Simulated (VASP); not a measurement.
The system is Sn.

```
Sn
1.0
     0.00000    3.23334    3.23334
     3.23334    0.00000    3.23334
     3.23334    3.23334    0.00000
Sn
2
Direct
  0.00000 0.00000 0.00000
  0.25000 0.25000 0.25000
```

This isn't the form of Sn at room conditions, which is tetragonal (white tin).

| Quantity | Value |
| --- | --- |
| Program | VASP 6.6.1 |
| Task | relaxation of cell and atoms |
| Functional | PBEsol |
| Potentials or basis | VASP PAW PBE potentials, release 64 (Sn_d) |
| Cutoff | 520 eV |
| k mesh | 8 × 8 × 8 |
| Occupations | gaussian, width 0.02 eV |
| Spin | no spin polarisation |

At the start: pressure 1.4 GPa; volume 33.80 Å³/atom.

Problem. How do energy, volume and symmetry change on relaxing?

Solution. Over 3 steps the energy falls by 4.7 meV/atom and the volume is 34.89 Å³/atom (+3.2 %); space group Fd-3m (No. 227, to 0.05 Å).

Step by step:
```csv
step,energy change (eV),largest force (eV/Å),pressure (GPa),volume (Å³)
1,0.0000,0.0000,1.45,67.61
2,-0.0081,0.0000,-0.46,70.63
3,-0.0095,0.0000,0.00,69.78
```

Final structure:
```cif
data_structure
_symmetry_space_group_name_H-M 'P 1'
_symmetry_Int_Tables_number 1
_cell_length_a 4.6212
_cell_length_b 4.6212
_cell_length_c 4.6212
_cell_angle_alpha 60.000
_cell_angle_beta 60.000
_cell_angle_gamma 60.000
_cell_volume 69.78
loop_
_atom_site_label
_atom_site_type_symbol
_atom_site_fract_x
_atom_site_fract_y
_atom_site_fract_z
_atom_site_occupancy
Sn1 Sn 0.00000 0.00000 0.00000 1
Sn2 Sn 0.25000 0.25000 0.25000 1
```

Caveat: the PAW data sets were made with another functional, which shifts forces and pressure a little.
